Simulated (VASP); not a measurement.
## Si (space group P6_3/mmc): computed properties

Method: r2SCAN meta-GGA, VASP's PBE PAW potentials (set 64) (plane waves; VASP 6.6.1).

```yaml
space_group: P6_3/mmc (194)
cell: a = b = 3.8324 Å, c = 6.3316 Å, α = β = 90.00°, γ = 120.00°
volume_per_atom: 20.13 Å³/atom
band gap (over mesh and band path): 0.62 eV
smallest direct gap (over mesh and band path): 1.37 eV
band_edge_character: indirect, Γ to M
density: 2.32 g/cm³
mean ε∞ (independent particles): 11.94
```

```
Si
1.0
    3.83243     0.00000     0.00000
   -1.91622     3.31898     0.00000
    0.00000     0.00000     6.33159
Si
4
Direct
  0.33333   0.66667   0.06283
  0.66667   0.33333   0.93717
  0.66667   0.33333   0.56283
  0.33333   0.66667   0.43717
```

The structure comes from a computed database's Si entry (P6_3/mmc); how it stands against other phases isn't given here. It was relaxed first. Symmetry was kept, so distortions that lower it aren't found.
